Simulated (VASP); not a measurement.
Method: revTPSS meta-GGA, VASP's PBE PAW potentials (set 64) (plane waves; VASP 6.6.1).

A VASP calculation is set up with these files.

INCAR:
```
NEDOS  =  601   # DOS grid
SYSTEM  =  SiC
LWAVE  =  .FALSE.
EDIFF  =  1E-7
NELM  =  100   # most electronic steps
LASPH  =  .TRUE.   # aspherical one-centre terms
LORBIT  =  11   # lm-projected
LCHARG  =  .FALSE.
METAGGA  =  RTPSS
ALGO  =  Normal   # blocked Davidson
ISMEAR  =  -5   # tetrahedra, Bloechl
LEFG  =  .TRUE.
PREC  =  Accurate
LMIXTAU  =  .TRUE.
ISIF  =  2   # forces and stress, cell fixed
ENCUT  =  520
LREAL  =  .FALSE.   # projection in real space or not
```

**KPOINTS**
```
Automatic mesh
0
Gamma
  9 9 5
0 0 0
```

### POSCAR
```
SiC
1.0
  1.5378832238  -2.6636916371   0.0000000000
  1.5378832238   2.6636916371   0.0000000000
  0.0000000000   0.0000000000   5.0488109170
Si C
2 2
direct
  0.6666670000   0.3333330000   0.4996457152
  0.3333330000   0.6666670000   0.9996457152
  0.6666670000   0.3333330000   0.8753542848
  0.3333330000   0.6666670000   0.3753542848
```

**KPOINTS_OPT**
```
k-points along high-symmetry lines
6
Line-mode
Reciprocal
  0.000000   0.000000   0.000000 ! GAMMA
  0.000000   0.500000   0.000000 ! M

  0.000000   0.500000   0.000000 ! M
 -0.333333   0.666667   0.000000 ! K

 -0.333333   0.666667   0.000000 ! K
  0.000000   0.000000   0.000000 ! GAMMA

  0.000000   0.000000   0.000000 ! GAMMA
  0.000000   0.000000   0.500000 ! A

  0.000000   0.000000   0.500000 ! A
  0.000000   0.500000   0.500000 ! L

  0.000000   0.500000   0.500000 ! L
 -0.333333   0.666667   0.500000 ! H

 -0.333333   0.666667   0.500000 ! H
  0.000000   0.000000   0.500000 ! A

  0.000000   0.500000   0.500000 ! L
  0.000000   0.500000   0.000000 ! M

 -0.333333   0.666667   0.500000 ! H
 -0.333333   0.666667   0.000000 ! K
```

POTCAR, in this order: Si C (PBE.64 set). Program: vasp_std.

Problem. What will the output report for the number of irreducible k-points (NKPTS), largest plane-wave count, number of space-group operations, FFT grid (NGX, NGY, NGZ)?

Solution. 
```json
{
  "number of irreducible k-points (NKPTS)": "36",
  "largest_plane_wave_count": "1127",
  "number_of_space_group_operations": "12",
  "FFT grid (NGX, NGY, NGZ)": "24 × 24 × 40"
}
```

The compound is SiC in the wurtzite structure, the rare 2H polytype. It was relaxed first.
